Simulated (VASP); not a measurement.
Given:

```xyz
6
Lattice="4.3732 0.0000 0.0000 0.0000 4.3732 0.0000 0.0000 0.0000 2.8337" Properties=species:S:1:pos:R:3 pbc="T T T"
Mn     0.0000     0.0000     0.0000
Mn     2.1866     2.1866     1.4169
O      1.3272     1.3272     0.0000
O      3.5138     0.8594     1.4169
O      0.8594     3.5138     1.4169
O      3.0459     3.0459     0.0000
```
Starting moments (μB, in the order of the record's atoms Mn Mn O O O O): 2.4 -2.4 0.0 0.0 0.0 0.0.

Level of theory: PBEsol GGA, VASP's PBE PAW potentials (set 64) (plane waves; VASP). Settings: 520 eV cut-off, Gaussian smearing of 0.050 eV, potentials Mn_pv O.

Question: Give the spin-up energies of bands 16 to 29 at the high-symmetry points, in eV from the Fermi level.

Answer: 
| band | Γ | Y | C0 | Z | A0 | T | S | R |
|---|---|---|---|---|---|---|---|---|
| 16 | -4.18 | -4.26 | -4.26 | -5.22 | -5.06 | -5.06 | -4.91 | -5.22 |
| 17 | -4.11 | -4.13 | -4.13 | -4.78 | -4.76 | -4.76 | -4.66 | -4.06 |
| 18 | -3.53 | -3.23 | -3.23 | -4.30 | -4.26 | -4.26 | -4.35 | -4.04 |
| 19 | -2.27 | -2.60 | -2.60 | -4.15 | -3.21 | -3.21 | -3.61 | -3.81 |
| 20 | -2.16 | -2.56 | -2.56 | -3.58 | -2.32 | -2.32 | -2.96 | -3.67 |
| 21 | -1.67 | -2.34 | -2.34 | -3.00 | -2.10 | -2.10 | -1.88 | -1.96 |
| 22 | -1.54 | -2.19 | -2.19 | -2.64 | -1.85 | -1.85 | -1.53 | -1.89 |
| 23 | -1.20 | -2.15 | -2.15 | -1.84 | -1.61 | -1.61 | -1.47 | -1.80 |
| 24 | -1.14 | -2.13 | -2.13 | -0.75 | -0.72 | -0.72 | -1.16 | -1.71 |
| 25 | -0.46 | -0.39 | -0.39 | 0.07 | -0.59 | -0.59 | -0.42 | -1.18 |
| 26 | -0.30 | 0.26 | 0.26 | 1.11 | 0.92 | 0.92 | 0.70 | 0.84 |
| 27 | 0.26 | 0.29 | 0.29 | 1.25 | 1.15 | 1.15 | 1.11 | 1.26 |
| 28 | 1.19 | 2.15 | 2.15 | 1.60 | 1.44 | 1.44 | 1.74 | 1.30 |
| 29 | 1.98 | 2.31 | 2.31 | 2.01 | 2.03 | 2.03 | 2.52 | 1.42 |

Question: Give the spin-down energies of bands 16 to 29 at the high-symmetry points, in eV from the Fermi level.

Answer: 
```csv
band,Γ,Y,C0,Z,A0,T,S,R
16,-4.18,-4.26,-4.26,-5.22,-5.06,-5.06,-4.91,-5.22
17,-4.11,-4.13,-4.13,-4.78,-4.76,-4.76,-4.66,-4.06
18,-3.53,-3.23,-3.23,-4.30,-4.26,-4.26,-4.35,-4.04
19,-2.27,-2.60,-2.60,-4.15,-3.21,-3.21,-3.61,-3.81
20,-2.16,-2.56,-2.56,-3.58,-2.32,-2.32,-2.96,-3.67
21,-1.67,-2.34,-2.34,-3.00,-2.10,-2.10,-1.88,-1.96
22,-1.54,-2.19,-2.19,-2.64,-1.85,-1.85,-1.53,-1.89
23,-1.20,-2.15,-2.15,-1.84,-1.61,-1.61,-1.47,-1.80
24,-1.14,-2.13,-2.13,-0.75,-0.72,-0.72,-1.16,-1.71
25,-0.46,-0.39,-0.39,0.07,-0.59,-0.59,-0.42,-1.18
26,-0.30,0.26,0.26,1.11,0.92,0.92,0.70,0.84
27,0.26,0.29,0.29,1.25,1.15,1.15,1.11,1.26
28,1.19,2.15,2.15,1.60,1.44,1.44,1.74,1.30
29,1.98,2.31,2.31,2.01,2.03,2.03,2.52,1.42
```

It has no gap at this level: it comes out as a metal or semimetal.

The compound is MnO2 in the rutile structure. It was relaxed first.
